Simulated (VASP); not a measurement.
Input:

```xyz
3
Lattice="0.0000 2.7843 2.7843 2.7843 0.0000 2.7843 2.7843 2.7843 0.0000" Properties=species:S:1:pos:R:3 pbc="T T T"
Ca     0.0000     0.0000     0.0000
F      1.3922     1.3922     1.3922
F      4.1765     4.1765     4.1765
```

These are MS2 meta-GGA, VASP's PBE PAW potentials (set 64) (plane waves; VASP) values and carry that method's errors. Settings: 520 eV cut-off, 7×7×7 Γ-centred mesh, Gaussian smearing of 0.050 eV, potentials Ca_sv F.

Q: Estimate the energy per atom (σ→0), pressure.

A: 
```
Item                            Value
---------------------  --------------
energy per atom (σ→0)  -9.301 eV/atom
pressure                    -4.32 GPa
```

Total energies compare only between runs with the same potentials, cut-off and functional.

The compound is CaF2 in the fluorite structure. This cell is one point of a volume scan, at 1.06 of the reference volume.
